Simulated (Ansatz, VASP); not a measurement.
# Cross-check of InSe between VASP and Ansatz, part 2 of 2

Wanted: the spread between two codes on one cell, functional and k mesh. The cell is taken from a series of runs on this material, whose earlier steps may have relaxed, scaled, displaced or heated it; both programs get it as it stands.

VASP 6.6.1 and Ansatz 0.2.0.

So far: Set-up; VASP: G0W0 gap, LDA.

**3. Ansatz: G0W0 gap, LDA**

Level of this step: Ansatz beside VASP: Kohn-Sham DFT, plane waves, LDA (Ansatz).

Ansatz runs on its default PAW (the set named soft_2) files.

The same cell, functional (in two slightly different forms) and mesh now go to Ansatz, which takes its cutoff from its data sets.

Contents of input.yaml:

```yaml
crystal:
  lattice:
    - [2.0, 1.1547005384, 8.44]
    - [-2.0, 1.1547005384, 8.44]
    - [0.0, -2.3094010768, 8.44]
  atoms:
    - { symbol: In, position: [0.0, 0.0, 0.0] }
    - { symbol: In, position: [0.1114, 0.1114, 0.1114] }
    - { symbol: Se, position: [0.6165, 0.6165, 0.6165] }
    - { symbol: Se, position: [0.8281, 0.8281, 0.8281] }
kpoints:
  mp_grid: { grid: [4, 4, 4] }
hamiltonian:
  xc: lda
scf:
  occupations: { method: fixed }
gw:
  n_empty_bands: 349
  ecut_chi: 120
  qp_bands: [v2, c2]
  qp_kpoints: band_edges
  screening: { model: contour_deformation }
```

Run with:

```console
$ ansatz run input.yaml --threads 3 --pin off --max-ram 92160MiB --backend cuda --devices 1 --max-vram 13GiB --events-out ev --progress --plain --runs-dir out
```

Numbers of over 12 decimals in the logs are rounded to 6 here.

The program printed:

```text
GPUs: using 1 of 1 available (devices: 1).
Engine: ansatz 0.2.0, x86_64-unknown-linux-gnu
Pseudopotentials: kind: paw
Pseudopotential: In, paw, valence charge 13, recommended cutoff 420 eV (normal), In.paw.azcp
Pseudopotential: Se, paw, valence charge 16, recommended cutoff 420 eV (normal), Se.paw.azcp
Functional definition: SPW92
  exchange = slater_x
  correlation = pw_c
device memory: the entry about to start is reckoned to put 4.2 GiB on a device that reports 39.8 GiB free (of which the cap on the GPU budget leaves the run 13.0 GiB)
GPU FFT provider: cuFFT
GPU libraries: cuBLAS 13.8.2, cuFFT 12.4.0, cuSOLVER 12.3.4
Crystal: 4 atoms, lattice volume = 116.948 Å³
Basis set: ecut = 420 eV, 2309 PW (Γ)
Bands: 35, of which v1, the nominal top of the filled ones, is band 29 counted from 1 (28 counted from 0)
Symmetry: 6 space group operations
Space group: R3m (ITA 160), of the structure as read, at distance tolerance 4.9e-5 Å
k-points: 13 of 64 (time reversal used)
Non-local potential: In, projectors of the file, l = 0: 2, l = 1: 2, l = 2: 2, l = 3: 2
Non-local potential: Se, projectors of the file, l = 0: 2, l = 1: 2, l = 2: 3, l = 3: 1
PAW form: soft (Blöchl's): semilocal exchange-correlation on the pseudo side does not see the compensation charge
PAW frozen core: In, regenerated for the run's functional, and the local potential with it (the file was generated under x = pbe(κ = 0.804, μ = 0.219515), c = pbe(β = 0.066725))
PAW frozen core: Se, regenerated for the run's functional, and the local potential with it (the file was generated under x = pbe(κ = 0.804, μ = 0.219515), c = pbe(β = 0.066725))
PAW one-centre angular grid: In, 590 points (default); XC on 64 Gauss nodes
PAW one-centre angular grid: Se, 590 points (default); XC on 64 Gauss nodes
Initial density: superposition of atomic densities (neutral atoms: chi_scale 0, normalization atom), corrected by the library's trained network
Initial wavefunctions: pseudopotential atomic-orbital guess
GPU buffer pool allocated for 216000 grid points (all kernels)
GPU transforms: local potential and band sums: pruned to the plane-wave sphere, on 60×60×60
Functional: x = slater, c = lda
SCF iter   1: F=—  HF=-21682.652605 eV  |F-HF|=—  |Δ(HF+E_count)|=         —  Δρ=6.47e-3  dr2=4.56e-2  ethr=1.77e-3  ⟨swp⟩=4.9  Hψ=1668  notcnv=0  defer=52
preconditioner: auto → Resta (q_TF=auto, 2.427 Å⁻¹)  ε∞=3.3  [insulator: Δε(μ)=0.198 eV  Ē_g=13.855 eV  n_scr=30 (ndim 8)  ℏωp=21.2 eV  f_vac=0.087  ε∞_Penn≈3.3]
SCF iter   2: F=—  HF=-21682.640770 eV  |F-HF|=—  |Δ(HF+E_count)|=   1.18e-2  Δρ=2.67e-3  dr2=4.37e-3  ethr=7.86e-5  ⟨swp⟩=3.0  Hψ=832  notcnv=0  defer=52
SCF iter   3: F=—  HF=-21682.639814 eV  |F-HF|=—  |Δ(HF+E_count)|=   9.55e-4  Δρ=8.29e-4  dr2=6.41e-4  ethr=7.53e-6  ⟨swp⟩=2.0  Hψ=711  notcnv=0  defer=52
SCF iter   4: F=—  HF=-21682.639721 eV  |F-HF|=—  |Δ(HF+E_count)|=   9.36e-5  Δρ=2.34e-4  dr2=5.86e-5  ethr=1.11e-6  ⟨swp⟩=2.0  Hψ=501  notcnv=0  defer=52
SCF iter   5: F=—  HF=-21682.639720 eV  |F-HF|=—  |Δ(HF+E_count)|=   7.49e-7  Δρ=4.24e-5  dr2=2.19e-6  ethr=1.01e-7  ⟨swp⟩=2.2  Hψ=540  notcnv=0  defer=17
SCF iter   6: F=—  HF=-21682.639721 eV  |F-HF|=—  |Δ(HF+E_count)|=   7.43e-7  Δρ=7.81e-6  dr2=1.06e-7  ethr=3.77e-9  ⟨swp⟩=2.1  Hψ=542  notcnv=0  defer=17
SCF iter   7: F=-21682.639721 eV  HF=-21682.639721 eV  |F-HF|=1.62e-9  |Δ(HF+E_count)|=   2.81e-8  Δρ=2.32e-6  dr2=8.77e-9  ethr=1.72e-10  ⟨swp⟩=8.2  Hψ=1582  notcnv=0
SCF 1 converged in 7 iterations: F = -21682.639721 eV  dr2 = 8.77e-9
  greatest PAW one-centre occupation: 1.000 electrons in one spin orbital (limit 2), on the Se atom at site 3 (counted from 0), in its partial waves of l = 2
device memory: the entry about to start is reckoned to put 5.6 GiB on a device that reports 40.2 GiB free (of which the cap on the GPU budget leaves the run 13.0 GiB)
NSCF: frozen V_eff on 13 k-points
the band table was solved once the SCF had ended and its energy, with any forces and stress, was formed, with the checks that follow a solve (1777 applications of the Hamiltonian). They found nothing against the state; the energy, forces and stress were not computed again (output.eigenvalues in the input reference)
device memory: the entry about to start is reckoned to put 5.6 GiB on a device that reports 38.6 GiB free (of which the cap on the GPU budget leaves the run 13.0 GiB)
NSCF: frozen V_eff on 13 k-points
G₀W₀ screening: q 1/13
[... further progress lines ...]
device memory: the entry about to start is reckoned to put 1.3 GiB on a device that reports 42.9 GiB free (of which the cap on the GPU budget leaves the run 13.0 GiB)
NSCF: frozen V_eff on 1 k-points
device memory: the entry about to start is reckoned to put 1.3 GiB on a device that reports 42.9 GiB free (of which the cap on the GPU budget leaves the run 13.0 GiB)
NSCF: frozen V_eff on 1 k-points
device memory: the entry about to start is reckoned to put 1.3 GiB on a device that reports 42.9 GiB free (of which the cap on the GPU budget leaves the run 13.0 GiB)
NSCF: frozen V_eff on 1 k-points
SCF converged after 7 iterations
Free energy (F): -21682.639721 eV
Harris-Foulkes:  -21682.639721 eV  (|F-HF|=1.62e-9)
Internal energy: -21682.639721 eV  (E = F + TS)
E sigma→0 (E₀):  -21682.639721 eV
Fermi energy:    6.976160 eV
--- Per-component energies (eV) ---
  E_band       = -933.758037
  E_kinetic    = 725.536990
  E_local      = -7942.004953  (includes V_loc(G=0)·N_el)
  E_nonlocal   = -437.822871
  E_hartree    = 3649.620878
  E_xc         = -633.509513
  E_vxc        = -398.253274  (∫ρ·V_xc dr)
  E_paw        = -11685.259048  (= ΣΔE_a)
  E_vpaw       = -180.459245  (= ΣTr[D̂ρ^β])
  E_aug_tail   = -0.001186  (compensation charges beyond the density's cutoff)
  E_ewald      = -5364.203816
  E_core_change = 5.003797  (= ΣΔE_core)
  E_smearing   = -0.000000  (= −TS)
  E_closure    = -0.000000  (closes the sum)
  Σ components = -21682.639721   (vs F -21682.639721, Δ=0.00e0)
--- Band table (eV; the first three rows and the last of 13) ---
  k-point 0: bands = [... 25 lower, 5.6890, 5.6890, 5.7818, 5.7818, 8.5323, 8.8861, 11.2802, 11.2802, ... 2 higher]
  k-point 1: bands = [... 25 lower, 4.9272, 5.0890, 5.2273, 5.9494, 8.8605, 9.0448, 10.8988, 11.0952, ... 2 higher]
  k-point 2: bands = [... 25 lower, 4.5631, 4.6393, 4.7407, 5.2770, 8.0633, 8.8099, 10.4908, 10.8559, ... 2 higher]
  k-point 12: bands = [... 25 lower, 5.6188, 5.8588, 5.8588, 6.9762, 7.1864, 8.9602, 11.1954, 11.1954, ... 2 higher]
--- G₀W₀: contour deformation, 8 samples at zero and on the imaginary axis and 1 off it, 64 q-points, 349 empty bands' worth ---
  eigenvalues of the whole cell's RPA ε∞ on this k-mesh (on a slab, of 1 + 4πα/V) = 11.2052, 11.2052, 309.2547; static W/v taken at q = 0 is 0.041237
  bands read: the sum over 378 bands ends inside a degenerate multiplet in 1 slot, whose members it reads at an even weight; the widest, k=0: bands 378 to 379 (counted from 1) at 1/2 each
  gw.qp_kpoints: band_edges: 8 of 13 stored k-points solved, in 1 pass; an edge of the gap read off the rows below is read off those points alone
    valence top: of the k-points left out ik 8 came nearest to being solved in a further pass, in band 29 (counted from 1, as in the quasiparticle table): it holds the edge there only if its correction is more favourable than any solved in that band by at least 0.733 eV; those differ by 0.073 eV
    conduction bottom: of the k-points left out ik 7 came nearest to being solved in a further pass, in band 30 (counted from 1, as in the quasiparticle table): it holds the edge there only if its correction is more favourable than any solved in that band by at least 0.752 eV; those differ by 0.144 eV
  `?` marks the rows in doubt; gw_qp.tsv's column doubts and the gw_qp event give each row's grounds
    ik  band        ε_KS         Σx   Σc(E_QP)       V_xc       Z   E_QP_lin       E_QP  E_QP is
     0    28      5.7818   -18.1300     1.8378   -15.9839  0.6856     5.4312     5.4735  root
     0    29      5.7818   -18.1300     1.8378   -15.9839  0.6856     5.4312     5.4735  root
     0    30      8.5323   -10.8283    -3.8845   -15.0594  0.6901     8.9325     8.8789  root ?
     0    31      8.8861    -8.4863    -4.1516   -13.0214  0.7082     9.3202     9.2696  root ?
     1    28      5.2273   -17.6080     1.9610   -15.3221  0.6813     4.8567     4.9025  root
     1    29      5.9494   -15.6934     1.3479   -14.0515  0.6872     5.6156     5.6554  root
     1    30      8.8605    -8.2918    -3.9756   -12.5926  0.7143     9.2323     9.1857  root
     1    31      9.0448    -9.6114    -4.0529   -14.0257  0.7020     9.4601     9.4063  root ?
     2    28      4.7407   -17.2094     2.1106   -14.7605  0.6746     4.3546     4.4024  root ?
     2    29      5.2770   -15.4180     1.4885   -13.6228  0.6868     4.9281     4.9703  root
     2    30      8.0633    -8.0129    -3.6117   -11.8803  0.7217     8.3510     8.3190  root
     2    31      8.8099    -9.7536    -4.0393   -14.1358  0.6970     9.2052     9.1528  root ?
     3    28      5.3283   -17.8332     1.9447   -15.5642  0.6823     4.9589     5.0040  root
     3    29      6.1670   -15.8552     1.2294   -14.3400  0.6932     5.8435     5.8812  root
     3    30      8.6504    -9.7447    -3.8742   -13.9894  0.7126     9.0739     9.0209  root ?
     3    31      9.0808    -8.0870    -4.0543   -12.4540  0.7088     9.4382     9.3936  root
     6    28      4.9309   -17.6331     2.0785   -15.2145  0.6783     4.5428     4.5908  root ?
     6    29      5.4429   -15.1059     1.3275   -13.4725  0.6929     5.0952     5.1369  root
     6    30      7.9966    -9.0862    -3.7074   -13.1210  0.7210     8.3706     8.3240  root
     6    31      8.8537    -8.8390    -3.8729   -12.9800  0.6985     9.1576     9.1218  root
     9    28      4.8610   -17.5105     2.0972   -15.0732  0.6768     4.4729     4.5210  root ?
     9    29      5.2695   -14.8334     1.3556   -13.1782  0.6883     4.9290     4.9699  root
     9    30      8.3189    -9.1093    -3.8289   -13.2626  0.7126     8.6902     8.6433  root
     9    31      8.5159    -8.7606    -3.7084   -12.7299  0.7082     8.8106     8.7768  root
    10    28      5.3578   -17.8788     1.9364   -15.6185  0.6828     4.9888     5.0339  root
    10    29      6.3921   -16.0311     1.1430   -14.6145  0.6960     6.0836     6.1184  root
    10    30      8.7456   -10.5074    -3.9169   -14.8243  0.7074     9.2003     9.1455  root ?
    10    31      9.2969    -7.6761    -4.1147   -12.0859  0.7057     9.6330     9.5920  root
    12    28      5.8588   -18.2772     1.8178   -16.1541  0.6866     5.5120     5.5534  root
    12    29      6.9762   -15.9842     0.6767   -15.0719  0.7034     6.7141     6.7406  root
    12    30      7.1864   -10.5971    -3.2591   -14.2244  0.7227     7.6063     7.5546  root ?
    12    31      8.9602    -8.2937    -4.2778   -12.9748  0.7131     9.4190     9.3635  root ?
```

**4. Differences**

Known differences besides the potentials themselves: the two LDA forms differ slightly; fixed occupations in Ansatz, narrow Gaussian smearing in VASP; the data sets hold 58 valence electrons in Ansatz (on its default PAW (the set named soft_2) files) and 38 in VASP; the cutoff is 420 eV in Ansatz and 300 eV in VASP; VASP's log shows a relativistic correction to its local exchange, Ansatz's none; Ansatz integrates over frequency by contour deformation, VASP on a grid of NOMEGA points; Ansatz's G0W0 levels solve the quasiparticle equation, VASP's are linearised. Total energies have different zeros and are not compared.

Both answers:

```tsv
quantity	Ansatz	VASP	difference
G0W0 gap on the mesh (eV)	0.81	0.96	-0.14
Kohn-Sham gap under it (eV)	0.21	0.22	-0.01
```

VASP's log warns that its frequency grid doesn't suit quasiparticle energies on this mesh.

**5. Outcome**

```yaml
difference_in_g0w0_gap_on_the_mesh_g0w0_gap_lda: -0.14 eV
```

What this shows: The difference in G0W0 gap on the mesh is -0.14 eV (G0W0 gap, LDA). The data sets hold unlike numbers of valence electrons (58 in Ansatz and 38 in VASP), so part of the differences comes from the potentials. Such differences can come from data sets, numerical settings and the points named under the comparisons, not from the functional's error against experiment.

[Lines on the potential files, build, host, timing and source positions are cut from VASP's logs without a mark.]

[Logs are printed without paths, hosts, clocks, repeated set-up lines and the standing remarks that a program may print on its own settings, such as how far it seeks lower states.]

[Hosts, paths, dates, database ids (printed as entryN), source tags and the programs' standing remarks are cut or masked in the printed files.]
